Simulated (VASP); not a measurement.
Input for VASP

File KPOINTS:
```
K-points
0
gamma
  7 7 7
```

File POSCAR:
```
MnO
5.4378670
  0.8164966153   0.4082483077   0.4082483077
  0.4082483077   0.8164966153   0.4082483077
  0.4082483077   0.4082483077   0.8164966153
Mn O
2 2
Direct
  0.0000000000   0.0000000000   0.0000000000
  0.5000000000   0.5000000000   0.5000000000
  0.2500000000   0.2500000000   0.2500000000
  0.7500000000   0.7500000000   0.7500000000
```

**INCAR**
```
SYSTEM = MnO
PREC = Accurate
ENCUT = 520
EDIFF = 1E-6
NELM = 100
ALGO = Normal
LREAL = .FALSE.
LASPH = .TRUE.
ISMEAR = 0
SIGMA = 0.05
GGA = PE
LMAXMIX = 4
ISPIN = 2
MAGMOM = 5.0 -5.0 0.0 0.0
LORBIT = 10
LWAVE = .FALSE.
LCHARG = .FALSE.
ISIF = 2
LDAU = .TRUE.
LDAUTYPE = 2
LDAUL = 2 -1
LDAUU = 2.0 0
LDAUJ = 0 0
LDAUPRINT = 1
```

POTCAR, in this order: Mn_pv O (PBE.64 set). Program: vasp_std.

Task: Write an equivalent input for Ansatz.

Result: One equivalent input (not run):
Ansatz 0.2 input:
```yaml
crystal:
  lattice:
    - [4.4400000, 2.2200000, 2.2200000]
    - [2.2200000, 4.4400000, 2.2200000]
    - [2.2200000, 2.2200000, 4.4400000]
  atoms:
    - { symbol: Mn, position: [0.0000000, 0.0000000, 0.0000000], spin: 5 }
    - { symbol: Mn, position: [0.5000000, 0.5000000, 0.5000000], spin: -5 }
    - { symbol: O, position: [0.2500000, 0.2500000, 0.2500000] }
    - { symbol: O, position: [0.7500000, 0.7500000, 0.7500000] }
kpoints:
  mp_grid: { grid: [7, 7, 7] }
hamiltonian:
  xc: pbe
  pseudopotentials: { kind: paw }
  hubbard:
    sites:
      - { species: Mn, l: d, u_eff: 2 }
magnetization: { spin_polarized: true }
scf:
  occupations: { method: gaussian, width: 0.05 }
  max_iter: 100
output: { forces: true, stress: true, eigenvalues: true }
```
The two are equivalent in intent, not identical: each code has its own PAW files, so the cut-off isn't converted (ENCUT is set for VASP's; basis.ecutwfc is left out, and Ansatz then takes the one that its files recommend); Ansatz stops its SCF on the density residual and VASP on the energy change (EDIFF); the +U projectors differ, so the same U acts differently.

The compound is MnO in the rock salt, AFM-II order structure. The cell was not relaxed at this level. The run is one of a series of settings (LDAU = .TRUE., LDAUJ = 0 0, LDAUL = 2 -1, LDAUTYPE = 2, LDAUU = 2.0 0 against the base run), some of them coarse on purpose.
